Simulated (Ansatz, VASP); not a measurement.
## Cross-check of Ge (Germanium) between VASP and Ansatz

One calculation is typed for both programs; each brings its own data sets. How far apart do they land? The structure shown is the start of the Ansatz relaxation below; VASP solves that cell, so the two are compared at the walk's first step.

Method: plane waves, with VASP 6.6.1 beside it; single point at r2SCAN, in Ansatz 0.2.0.

### Step 1. Set-up

The structure is orthorhombic, space group Imma (No. 74). Conventional cell: a = 3.892 Å, b = 4.014 Å, c = 5.712 Å, α = 90.00°, β = 90.00°, γ = 90.00°. Nearest to Ge lie 4 Ge at 2.42 to 2.45 Å.

### Step 2. Ansatz: relaxation, r2SCAN

Ansatz runs on its PAW soft_1 files.

The two programs are compared at the cell with which this relaxation starts, whose forces are those of its first step.

File input.yaml:

```yaml
crystal:
  lattice:
    - [-0.0432022813, 2.7950154035, 2.8561606876]
    - [2.7950154035, -0.0432022813, 2.8561606876]
    - [2.7518131222, 2.7518131222, 0.0]
  atoms:
    - { symbol: Ge, position: [0.4987194133, 0.4987194133, 0.50125453] }
    - { symbol: Ge, position: [0.7512805867, 0.7512805867, 0.74874547] }
  conventional_axes: [[0, 0, 1], [1, -1, 0], [1, 1, -1]]
kpoints:
  mp_grid: { grid: [12, 12, 12], shift: [0.5, 0.5, 0.5] }
hamiltonian:
  xc: r2scan
  pseudopotentials: { kind: paw, azcp: { folder: soft_1 } }
scf:
  occupations: { method: gaussian, width: 0.02 }
output:
  forces: true
  stress: true
  eigenvalues: true
relax:
  adjacent_minimum: "off"
  f_tol: 0.001
  max_steps: 60
  cell: { stress_tol: 0.01, fix: [a, angles] }
```

On the command line:

```
> ansatz run input.yaml --threads 4 --pin off --max-ram 10240MiB --backend cpu --events-out ev --progress --plain --runs-dir out
```

Numbers of over 12 decimals in the logs are rounded to 6 here.

What it wrote:

```text
Engine: ansatz 0.2.0, aarch64-unknown-linux-gnu
Pseudopotentials: kind: paw
Pseudopotential: Ge, paw, valence charge 14, recommended cutoff 500 eV (meta_gga), soft_1/Ge.paw.azcp
Functional definition: r2SCAN
  parameter k0 = 0.174
  parameter k1 = 0.065
  parameter a1 = 4.9479
  exchange = r2scan_x(k0 = k0, k1 = k1, a1 = a1)
  correlation = r2scan_c
Crystal: 2 atoms, lattice volume = 44.615 Å³
Basis set: ecut = 500 eV, 1143 PW (Γ), exchange–correlation on 120×120×120 points (64 copies of the dense FFT grid, shifted against one another)
Bands: 18, of which v1, the nominal top of the filled ones, is band 14 counted from 1 (13 counted from 0)
Symmetry: 4 space group operations
Space group: C2/m (ITA 12), of the structure as read, at distance tolerance 3.5e-5 Å
k-points: 468 of 1728
Non-local potential: Ge, projectors of the file, l = 0: 2, l = 1: 2, l = 2: 3, l = 3: 1
PAW form: soft (Blöchl's): semilocal exchange-correlation on the pseudo side does not see the compensation charge
PAW frozen core: Ge, regenerated for the run's functional (the file was generated under x = pbe(κ = 0.804, μ = 0.219515), c = pbe(β = 0.066725))
PAW one-centre angular grid: Ge, 590 points (default); XC on 160 Gauss nodes
Initial density: superposition of atomic densities (chi_scale 0.1, normalization cell)
Initial wavefunctions: pseudopotential atomic-orbital guess
Functional: x = r2scan, c = r2scan; τ floored in thin density (d = 2e-4 eV/Å³)
iter 1 solved again at ethr=1.74e-3 eV; its pass at ethr=3.10e-3 eV (dr2=4.88e-1 eV) is discarded
SCF iter   1: F=—  HF=-8605.739421 eV  |F-HF|=—  |Δ(HF+E_count)|=         —  Δρ=3.82e-2  dr2=4.92e-1  dr2_τ=4.98e-3  ethr=1.74e-3  ⟨swp⟩=1.0  Hψ=51633  notcnv=0
preconditioner: auto → none  [insulator: Δε(μ)=0.370 eV  Ē_g=24.415 eV  σ=0.020 eV  W_gap=1.00  n_scr=14 (ndim 8)  ℏωp=29.4 eV  f_vac=0.000  D(μ)=0.00/eV (n_scr^D=0)  ε∞_Penn≈2.5]
SCF iter   2: F=—  HF=-8605.781748 eV  |F-HF|=—  |Δ(HF+E_count)|=   4.23e-2  Δρ=1.94e-2  dr2=1.04e-1  dr2_τ=6.91e-4  ethr=1.74e-3  ⟨swp⟩=2.1  Hψ=10358  notcnv=0
SCF iter   3: F=—  HF=-8605.813654 eV  |F-HF|=—  |Δ(HF+E_count)|=   3.19e-2  Δρ=3.09e-3  dr2=1.73e-3  dr2_τ=3.72e-5  ethr=3.72e-4  ⟨swp⟩=3.2  Hψ=16962  notcnv=0
SCF iter   4: F=—  HF=-8605.812031 eV  |F-HF|=—  |Δ(HF+E_count)|=   1.62e-3  Δρ=6.57e-4  dr2=7.50e-5  dr2_τ=1.09e-6  ethr=6.16e-6  ⟨swp⟩=2.1  Hψ=16906  notcnv=0
SCF iter   5: F=—  HF=-8605.812061 eV  |F-HF|=—  |Δ(HF+E_count)|=   3.01e-5  Δρ=1.40e-4  dr2=3.41e-6  dr2_τ=7.68e-8  ethr=2.68e-7  ⟨swp⟩=2.0  Hψ=14976  notcnv=0
SCF iter   6: F=-8605.812062 eV  HF=-8605.812062 eV  |F-HF|=4.32e-9  |Δ(HF+E_count)|=   1.28e-6  Δρ=9.51e-6  dr2=2.75e-8  dr2_τ=1.03e-9  ethr=3.57e-10  ⟨swp⟩=3.8  Hψ=38912  notcnv=0
SCF 1 converged in 6 iterations: F = -8605.812062 eV  dr2 = 2.75e-8
  greatest PAW one-centre occupation: 0.998 electrons in one spin orbital (limit 2), on the Ge atom at site 1 (counted from 0), in its partial waves of l = 2
relax step   1: F+E_penalty+E_count = -8605.81206199 eV  Δ(F+E_penalty+E_count) = +0.000e0 eV  max|allowed force component| = 9.367e-2 eV/Å  Δτ_max = 0.0000 Å  P = +1.796 GPa  Ω = 44.615 Å³  fix = [a, alpha, beta, gamma]  reactions: a +4.909 GPa; beta +0.004 GPa/rad  (6 SCF iters, dr2 threshold 1.00e-7 eV, accepted)
[...]
relax step   2: F+E_penalty+E_count = -8605.81261334 eV  Δ(F+E_penalty+E_count) = -5.513e-4 eV  max|allowed force component| = 1.783e-3 eV/Å  Δτ_max = 0.0038 Å  P = +1.490 GPa  Ω = 44.777 Å³  energy of the carried Pulay correction = -2.426e-5 eV  fix = [a, alpha, beta, gamma]  reactions: a +4.493 GPa; beta +0.003 GPa/rad  (4 SCF iters, dr2 threshold 2.00e-7 eV, accepted)
[...]
relax step   3: F+E_penalty+E_count = -8605.81261765 eV  Δ(F+E_penalty+E_count) = -4.319e-6 eV  max|allowed force component| = 1.401e-3 eV/Å  Δτ_max = 0.0002 Å  P = +1.491 GPa  Ω = 44.776 Å³  energy of the carried Pulay correction = -2.408e-5 eV  fix = [a, alpha, beta, gamma]  reactions: a +4.479 GPa; beta +0.003 GPa/rad  (3 SCF iters, dr2 threshold 7.36e-9 eV, accepted)
[...]
relax step   4: F+E_penalty+E_count = -8605.81261840 eV  Δ(F+E_penalty+E_count) = -7.490e-7 eV  max|allowed force component| = 1.820e-5 eV/Å  Δτ_max = 0.0001 Å  P = +1.493 GPa  Ω = 44.775 Å³  energy of the carried Pulay correction = -2.389e-5 eV  fix = [a, alpha, beta, gamma]  reactions: a +4.479 GPa; beta +0.003 GPa/rad  (3 SCF iters, dr2 threshold 5.06e-10 eV, accepted)
[...]
relax step   5: F+E_penalty+E_count = -8605.81264280 eV  Δ(F+E_penalty+E_count) = -2.440e-5 eV  max|allowed force component| = 2.711e-5 eV/Å  Δτ_max = 0.0000 Å  P = +1.493 GPa  Ω = 44.775 Å³  fix = [a, alpha, beta, gamma]  reactions: a +4.480 GPa; beta +0.003 GPa/rad  stress off target by 7.94e-4 GPa on what of the cell is left free  SCF on the basis re-selected at this cell (its energy is not comparable with the rows above)  (5 SCF iters)
basis re-selected at this cell: Δ(F+E_penalty+E_count) = -2.440e-5 eV, ΔP = +0.000 GPa vs the last step (what re-selecting the basis moved, of the pressure what is left beyond the Pulay correction that the steps carried, after the strain that the cell walked since its last selection, with what the two solves' SCF thresholds leave and, on support functions, any second-order correction that the steps lacked; it is no m [...]
SCF converged after 5 iterations
Free energy (F): -8605.812643 eV
Harris-Foulkes:  -8605.812643 eV  (|F-HF|=0.00e0)
Internal energy: -8605.812643 eV  (E = F + TS)
E sigma→0 (E₀):  -8605.812643 eV
Fermi energy:    8.651531 eV
--- Per-component energies (eV) ---
  E_band       = -315.247506
  E_kinetic    = 185.413244
  E_local      = -4485.714127  (includes V_loc(G=0)·N_el)
  E_nonlocal   = 436.846366
  E_hartree    = 2142.025153
  E_xc         = -132.014870
  E_vxc        = -137.027966  (∫ρ·V_xc dr)
  E_paw        = -4052.718874  (= ΣΔE_a)
  E_vpaw       = -605.979370  (= ΣTr[D̂ρ^β])
  E_aug_tail   = -0.000009  (compensation charges beyond the density's cutoff)
  E_vtau       = 7.164048  (kinetic-family band-sum trace: ∫τ·v_τ [+ j·A + Jᵃ·Aᵃ] dr)
  E_ewald      = -2697.478006
  E_core_change = -2.171521  (= ΣΔE_core)
  E_smearing   = -0.000000  (= −TS)
  E_closure    = -0.000000  (closes the sum)
  Σ components = -8605.812643   (vs F -8605.812643, Δ=0.00e0)
--- Forces (eV/Å), atoms counted from 1 ---
  atom   1  Ge     0.00000158     0.00000158    -0.00002711
  atom   2  Ge    -0.00000158    -0.00000158     0.00002711
  max |Σ_I F_I| component: 0.00e0 eV/Å
--- Stress (GPa, compression-positive) ---
        2.239848       2.239743      -0.002254
        2.239743       2.239848      -0.002254
       -0.002254      -0.002254       0.000794
  P = ⅓ Tr σ = 1.4935 GPa (14.935 kbar)
--- Band table (eV; the first three rows and the last of 468) ---
  k-point 0: bands = [... 10 lower, -4.8644, 7.9464, 8.3733, 8.4638, 9.4185, 11.0964, 11.3973, 11.5095]
  k-point 1: bands = [... 10 lower, -4.7381, 6.8086, 7.8895, 8.3065, 9.8428, 11.2306, 11.4931, 12.4667]
  k-point 2: bands = [... 10 lower, -4.4315, 5.0987, 7.4486, 7.9800, 9.7447, 11.7125, 12.0497, 13.6695]
  k-point 467: bands = [... 10 lower, -2.5138, 0.6312, 6.1695, 6.7730, 9.5469, 12.3548, 12.6946, 16.4184]
--- Relaxed structure (4 steps of the walk, 4 accepted, 1 SCFs on fresh bases) ---
  F+E_penalty+E_count = -8605.81264280 eV   max|allowed force component| = 2.711e-5 eV/Å   (the final SCF, on the basis selected at the relaxed cell)
  cell:  # Å, volume = 44.7746 Å³
    - [-0.043569, 2.795382, 2.865661]
    - [2.795382, -0.043569, 2.865661]
    - [2.751813, 2.751813, -7.116230338538139e-19]
  atoms:
    - { symbol: Ge, position: [0.498066, 0.498066, 0.501910] }
    - { symbol: Ge, position: [0.751934, 0.751934, 0.748090] }
```

In the SCF lines HF is the Harris–Foulkes energy and dr2 the Hartree energy of the density residual, in eV; the loop may stop once dr2 is under the threshold and the program's other checks hold. Hψ counts applications of the Hamiltonian.

(Continued in part 2 of 3.)

[Lines on the potential files, build, host, timing and source positions are cut from VASP's logs without a mark.]

[Logs are printed without paths, hosts, clocks, repeated set-up lines and the standing remarks that a program may print on its own settings, such as how far it seeks lower states.]

[Hosts, paths, dates, database ids (printed as entryN), source tags and the programs' standing remarks are cut or masked in the printed files.]
